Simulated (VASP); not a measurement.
Energy against volume of MgO (rock salt). Level of theory: PBE GGA, VASP's PBE PAW potentials (set 64) (plane waves; VASP). Run with 520 eV cut-off, 11×11×11 Γ-centred mesh, Gaussian smearing of 0.050 eV, potentials Mg O.

```tsv
V (Å³/atom)	E (eV/atom)
9.287	-5.95121
9.575	-5.95591
9.862	-5.95235
10.149	-5.94177
```

**Question.** Fit these four points and predict the energy of the run at 9.000 Å³/atom.

**Answer.** A cubic in V^(−2/3), the third-order Birch-Murnaghan form, passes through the four points with V0 = 9.59 Å³/atom and B0 = 152 GPa, and gives -5.9369 eV/atom there. The run gave -5.9369 eV/atom, -0.1 meV/atom from the fit; all five points give B0 = 152 GPa.

The compound is MgO in the rock salt structure. It was relaxed first.
